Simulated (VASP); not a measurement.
Method: PBEsol GGA, VASP's PBE PAW potentials (set 64) (plane waves; VASP).

Input for VASP

### INCAR
```
SYSTEM=Ag2Al2
PREC=Accurate; ENCUT=400; LREAL=F
LASPH=T
EDIFF=1E-7; NELM=100; ALGO=Normal
LMAXMIX=4
ISMEAR=-5
GGA=PS
ISIF=2
LWAVE=F; LCHARG=T; LORBIT=11
NEDOS=601
LEFG=T
```

### KPOINTS
```
Automatic mesh
0
Gamma
14 14 4
0 0 0
```

### POSCAR
```
Ag2Al2
1
   -0.0000000000     2.0704885834     2.0704885834
    2.0704885834    -0.0000000000     2.0704885834
    7.8177142409     7.8177142409     0.4642400928
Al Ag
2 2
Direct
  0.9997803602   0.9997803602   0.0001647299
  0.0002196398   0.0002196398   0.2498352701
  0.0110732438   0.0110732438   0.4916950672
  0.9889267562   0.9889267562   0.7583049328
```

POTCAR, in this order: Al Ag (PBE.64 set). Program: vasp_std.

Question: What will the output report for the number of irreducible k-points (NKPTS), number of bands (NBANDS), largest plane-wave count, number of space-group operations, FFT grid (NGX, NGY, NGZ)?

Answer: 
| Quantity | Value |
|---|---|
| number of irreducible k-points (NKPTS) | 204 |
| number of bands (NBANDS) | 18 |
| largest plane-wave count | 1195 |
| number of space-group operations | 12 |
| FFT grid (NGX, NGY, NGZ) | 20 × 20 × 72 |

The structure was generated: Ag2Al2 was put into an ordered model structure (R-3m), which need not be its known phase. It was relaxed first.
